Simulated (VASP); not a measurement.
Input:

```
CELL_PARAMETERS angstrom
      0.00000     3.11003     3.11003
      3.11003     0.00000     3.11003
      3.11003     3.11003     0.00000
ATOMIC_POSITIONS crystal
  Ba 0.00000 0.00000 0.00000
  F  0.25000 0.25000 0.25000
  F  0.75000 0.75000 0.75000
```

All values below come from optB86b-vdW, VASP's PBE PAW potentials (set 64) (plane waves; VASP). Run with 520 eV cut-off, Gaussian smearing of 0.050 eV, potentials Ba_sv F.

Unless said otherwise, spin-orbit coupling is left out, though it shifts the bands of the heavy elements here.

What does the run give for the band gap (along the path) with the smallest direct gap where there is one?

| Item | Result |
|---|---|
| band gap (along the path) | 6.58 eV |
| smallest direct gap (along the path) | 6.66 eV |

The compound is BaF2 in the fluorite structure. It was relaxed first.
